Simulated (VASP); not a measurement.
An input for Quantum ESPRESSO's pw.x (written as the equivalent of a VASP run, and not itself run):

```
&CONTROL
  calculation = 'scf'
  pseudo_dir = './pseudo'
  outdir = './out'
  tprnfor = .true.
  tstress = .true.
/
&SYSTEM
  ibrav = 0
  nat = 2
  ntyp = 2
  ecutwfc = 76
  occupations = 'smearing'
  smearing = 'gaussian'
  degauss = 0.003675
  input_dft = 'pbe'
/
&ELECTRONS
  conv_thr = 7.3e-08
  electron_maxstep = 100
/
ATOMIC_SPECIES
  B 10.810 B.upf
  P 30.974 P.upf
CELL_PARAMETERS angstrom
     0.0000000    2.3154000    2.3154000
     2.3154000    0.0000000    2.3154000
     2.3154000    2.3154000    0.0000000
ATOMIC_POSITIONS crystal
  B    0.0000000  0.0000000  0.0000000
  P    0.2500000  0.2500000  0.2500000
K_POINTS automatic
  9 9 9 0 0 0
```

Q: Translate this input to VASP (INCAR, KPOINTS, POSCAR, choice of POTCAR).

A: This is not unique; one that fits is 
**INCAR**
```
! general
SYSTEM  =  BP
PREC    =  Accurate
ENCUT   =  300
LREAL   =  .FALSE.   ! projection in real space or not
LASPH   =  .TRUE.   ! aspherical one-centre terms

! electronic loop
EDIFF   =  1E-6   ! SCF stop (eV)
NELM    =  100
ALGO    =  Normal   ! blocked Davidson

! smearing
ISMEAR  =  0   ! Gaussian
SIGMA   =  0.05   ! width (eV)

! functional
GGA     =  PE   ! PBE

! ions
ISIF    =  2   ! forces and stress, cell fixed

! output
LWAVE   =  .FALSE.
LCHARG  =  .FALSE.
```

**KPOINTS**
```
K-points
0
gamma
9 9 9
```

**POSCAR**
```
BP
1
    0.0000000000     2.3154000000     2.3154000000
    2.3154000000     0.0000000000     2.3154000000
    2.3154000000     2.3154000000     0.0000000000
B P
1 1
Direct
  0.0000000000   0.0000000000   0.0000000000
  0.2500000000   0.2500000000   0.2500000000
```

POTCAR, in this order: B P (PBE.64 set). Program: vasp_std.

Limits of the translation: the potentials are each code's own (VASP's PAW set, PseudoDojo norm-conserving files in pw.x), so ENCUT and ecutwfc are chosen apart and not converted; conv_thr bounds pw.x's estimated SCF error, while EDIFF bounds the energy change between steps.

The compound is BP in the zinc blende structure. The cell was not relaxed at this level. The run is one of a series of settings (ENCUT = 300 against the base run), some of them coarse on purpose.
